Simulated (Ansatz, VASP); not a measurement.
Two plane-wave programs on Si4IrPt

File INCAR:

```
  PREC = Accurate
  ENCUT = 600
  EDIFF = 1E-7
  ISMEAR = 0
  SIGMA = 0.1
  LREAL = False
  LASPH = True
  NELM = 60
  ALGO = Normal
  ISIF = 3
  LWAVE = False
  LCHARG = False
  GGA = PE
  IBRION = 2
  NSW = 90
  EDIFFG = -0.04
```

Contents of KPOINTS:

```
regular mesh
0
Gamma
  6 6 4
```

POSCAR

```
Si4IrPt
1.0
    3.4748523600      0.0000000000      0.0000000000
   -1.7374261800      3.0093104200      0.0000000000
    0.0000000000      0.0000000000      7.2235250600
Si Ir Pt
4 1 1
Direct
    0.3333333300      0.6666666700      0.7432699200
    0.3333333300      0.6666666700      0.2567300800
    0.6666666700      0.3333333300      0.7432699200
    0.6666666700      0.3333333300      0.2567300800
    0.0000000000      0.0000000000      0.5000000000
    0.0000000000      0.0000000000      0.0000000000
```

Input for Ansatz:

```yaml
crystal:
  lattice:
    - [3.47485236, 0.0, 0.0]
    - [-1.73742618, 3.00931042, 0.0]
    - [0.0, 0.0, 7.22352506]
  atoms:
    - { symbol: Si, position: [0.33333333, 0.66666667, 0.74326992] }
    - { symbol: Si, position: [0.33333333, 0.66666667, 0.25673008] }
    - { symbol: Si, position: [0.66666667, 0.33333333, 0.74326992] }
    - { symbol: Si, position: [0.66666667, 0.33333333, 0.25673008] }
    - { symbol: Ir, position: [0.0, 0.0, 0.5] }
    - { symbol: Pt, position: [0.0, 0.0, 0.0] }
basis:
  ecutwfc: 420
kpoints:
  mp_grid: { grid: [6, 6, 4] }
hamiltonian:
  xc: pbe
scf:
  occupations: { method: gaussian, width: 0.1 }
  lower_state_search: "off"
output:
  forces: true
  stress: true
  eigenvalues: true
relax:
  adjacent_minimum: "off"
  f_tol: 0.04
  max_steps: 70
  cell: { stress_tol: 0.4 }
```

Change from the starting cell: species swapped into the TiVB4 type (P6/mmm, No. 191).

Alike in both runs: task relaxation of cell and atoms; functional PBE; k mesh 6 × 6 × 4; occupations gaussian, width 0.1 eV; no spin polarisation.

|  | VASP | Ansatz |
| --- | --- | --- |
| version | VASP 6.6.1 | Ansatz 0.2.0 |
| potentials or method | VASP PAW PBE potentials, release 64 (Si, Ir, Pt) | scalar-relativistic, plane waves, PAW |
| plane-wave cutoff (eV) | 600 | 420 |
| valence electrons in the cell | 35 | 51 |

Ansatz gave:

```
gap on the k mesh at the Fermi level, each at its own relaxed structure (eV) : none
relaxed volume (Å³/atom)                                                     : 14.65
relaxed cell length with the largest relative difference (Å)                 : 4.276
energy change over the relaxation (meV/atom)                                 : -895
```

Task: What did VASP give for the same quantities?

Result: gap on the k mesh at the Fermi level, each at its own relaxed structure (eV): none; relaxed volume (Å³/atom): 14.62; relaxed cell length with the largest relative difference (Å): 4.272; energy change over the relaxation (meV/atom): -887.

A gap of «none» marks a metal or a gap that the smearing closes. The two sets of potentials don't hold the same shells in valence.

Caveats: the volume moved by over 15 % at a fixed basis, so the end points are rough (VASP). Spin-orbit coupling is left out, which matters for the levels of Ir, Pt.
